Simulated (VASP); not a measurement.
A run of VASP 6.6.1 is set up as follows.

File INCAR:

```
  PREC = Accurate
  ENCUT = 520
  EDIFF = 1E-7
  ISMEAR = -1
  SIGMA = 0.1
  LREAL = Auto
  LASPH = T
  NELM = 100
  ALGO = Fast
  ISIF = 2
  LWAVE = F
  LCHARG = F
  GGA = PE
  NBANDS = 74
```

KPOINTS

```
Automatic mesh
0
Gamma
  3 2 2
```

File POSCAR:

```
HgSO2
1.0
    5.7774660000     -0.7758880000      0.2239260000
    1.8362220000      7.5396400000      0.3040330000
    0.0246740000      0.0284070000      7.5201770000
S O Hg
4 8 4
Direct
    0.6693070643      0.2177319147      0.7851609156
    0.8712216911      0.6567777529      0.5443601528
    0.5013722829      0.5129982030      0.0096091259
    0.1693637930      0.0604668836      0.0377653498
    0.7551238148      0.8285578260      0.2976301253
    0.9771344167      0.1574549260      0.2974763367
    0.9676455588      0.8374610774      0.8503375914
    0.0130053746      0.9373027879      0.5955617507
    0.7698043172      0.0728667282      0.0722720899
    0.2917102695      0.1162257791      0.4603430230
    0.8754849581      0.3572783190      0.0999883056
    0.6580388503      0.0365700192      0.4981049648
    0.4366324510      0.8329704848      0.7364485073
    0.1665211854      0.3641782531      0.7590335135
    0.2838760404      0.7695018997      0.3204389741
    0.5730422739      0.3865185448      0.4018355609
```

Potentials or basis: VASP PAW PBE potentials, release 64 (S, O, Hg).

Run with:

```console
$ cat potpaw_PBE.64/S/POTCAR potpaw_PBE.64/O/POTCAR potpaw_PBE.64/Hg/POTCAR > POTCAR
$ mpirun -np 1 vasp_std > vasp.out
```

(1) What does it give for the pressure?

(2) What does it give for the largest force?

## Answers

(1) -12.3 GPa.

(2) 3.806 eV/Å.

Caveat: the k mesh is coarse (spacing up to 0.42 Å⁻¹), so the values aren't converged.
